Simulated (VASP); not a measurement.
Output of a VASP run:

### OSZICAR
```
       N       E                     dE             d eps       ncg     rms          rms(c)
DAV:   1     0.623096744715E+03    0.62310E+03   -0.21960E+04  3360   0.174E+03
DAV:   2     0.252445263936E+02   -0.59785E+03   -0.57804E+03  3952   0.544E+02
DAV:   3    -0.649708694812E+02   -0.90215E+02   -0.88416E+02  5068   0.198E+02
DAV:   4    -0.700978515905E+02   -0.51270E+01   -0.51231E+01  4552   0.461E+01
DAV:   5    -0.703161629799E+02   -0.21831E+00   -0.21828E+00  4528   0.796E+00    0.345E+01
DAV:   6    -0.536454812261E+02    0.16671E+02   -0.10951E+02  4072   0.105E+02    0.118E+01
DAV:   7    -0.535197375100E+02    0.12574E+00   -0.13529E+01  4260   0.299E+01    0.846E+00
DAV:   8    -0.536301380058E+02   -0.11040E+00   -0.34680E+00  4160   0.177E+01    0.398E+00
DAV:   9    -0.534623520914E+02    0.16779E+00   -0.17075E+00  4252   0.120E+01    0.120E+00
DAV:  10    -0.534643155650E+02   -0.19635E-02   -0.12017E-01  4168   0.273E+00    0.267E-01
DAV:  11    -0.534639033419E+02    0.41222E-03   -0.92722E-03  4392   0.786E-01    0.656E-02
DAV:  12    -0.534639099022E+02   -0.65603E-05   -0.51613E-04  4160   0.185E-01    0.581E-02
DAV:  13    -0.534638937187E+02    0.16183E-04   -0.59449E-05  4228   0.545E-02    0.124E-02
DAV:  14    -0.534638939350E+02   -0.21622E-06   -0.77665E-06  4016   0.261E-02
   1 F= -.53463894E+02 E0= -.53463894E+02  d E =-.207981E-14
```

### OUTCAR
```
------------------------ aborting loop because EDIFF is reached ----------------------------------------
  FORCE on cell =-STRESS in cart. coord.  units (eV):
  Direction    XX          YY          ZZ          XY          YZ          ZX
  --------------------------------------------------------------------------------------
  Total        4.4030853      4.4030853      5.6083104      0.0000000      0.0000000      0.0000000
  in kB      118.9067847    118.9067847    151.4542891      0.0000000      0.0000000      0.0000000
  external PRESSURE =     129.7559529 kB  Pullay stress =       0.0000000 kB
  volume of cell :       59.33
      direct lattice vectors                 reciprocal lattice vectors
     4.517963000  0.000000000  0.000000000     0.221338687  0.000000000  0.000000000
     0.000000000  4.517963000  0.000000000     0.000000000  0.221338687  0.000000000
     0.000000000  0.000000000  2.906536000     0.000000000  0.000000000  0.344052164
 POSITION                                       TOTAL-FORCE (eV/Angst)
 -----------------------------------------------------------------------------------
      2.25898      2.25898      0.00000        -0.000000      0.000000      0.000000
      0.00000      0.00000      1.45327        -0.000000      0.000000      0.000000
      3.14306      3.14306      1.45327         0.205543      0.205543     -0.000000
      1.37491      1.37491      1.45327        -0.205543     -0.205543      0.000000
      3.63389      0.88407      0.00000        -0.205543      0.205543     -0.000000
      0.88407      3.63389      0.00000         0.205543     -0.205543      0.000000
 -----------------------------------------------------------------------------------
    total drift:                               -0.000000      0.000000      0.000000
  FREE ENERGIE OF THE ION-ELECTRON SYSTEM (eV)
  ---------------------------------------------------
  free  energy   TOTEN  =       -53.4638939350 eV

  energy  without entropy=      -53.4638939350  energy(sigma->0) =      -53.46389393
```
(Selected blocks of OUTCAR.)

**POSCAR**
```
TiO2
1
    4.5179630000     0.0000000000     0.0000000000
    0.0000000000     4.5179630000     0.0000000000
    0.0000000000     0.0000000000     2.9065360000
Ti O
2 4
Direct
  0.5000000000   0.5000000000   0.0000000000
  0.0000000000   0.0000000000   0.5000000000
  0.6956800000   0.6956800000   0.5000000000
  0.3043200000   0.3043200000   0.5000000000
  0.8043200000   0.1956800000   0.0000000000
  0.1956800000   0.8043200000   0.0000000000
```

**Question.** Write an INCAR and KPOINTS that could have produced this output.

**Answer.** This is not unique; one that fits is the input of the run itself, PBE GGA, plane waves, VASP's PBE PAW potentials (set 64).

### KPOINTS
```
Automatic mesh
0
Gamma
7 7 11
0 0 0
```

**INCAR**
```
EDIFF = 1E-6
LMAXMIX = 4
SYSTEM = TiO2
LCHARG = .FALSE.
LWAVE = .FALSE.
NELM = 100   # most electronic steps
LASPH = .TRUE.   # aspherical one-centre terms
LREAL = .FALSE.   # projection in real space or not
ISIF = 2
ALGO = Normal   # blocked Davidson
GGA = PE
ISMEAR = -1   # Fermi-Dirac
ENCUT = 400   # plane-wave cut-off (eV)
PREC = Accurate
SIGMA = 0.02   # width (eV)
```

POTCAR, in this order: Ti_sv O (PBE.64 set). Program: vasp_std.

At this cut-off the stress carries a Pulay error, which pulls relaxed volumes low.

The structure comes from a computed database's TiO2 entry; how it stands against other phases isn't given here. The cell was not relaxed at this level. The run is one of a series of settings (KPOINTS 7×7×11 Γ-centred mesh against the base run), some of them coarse on purpose.
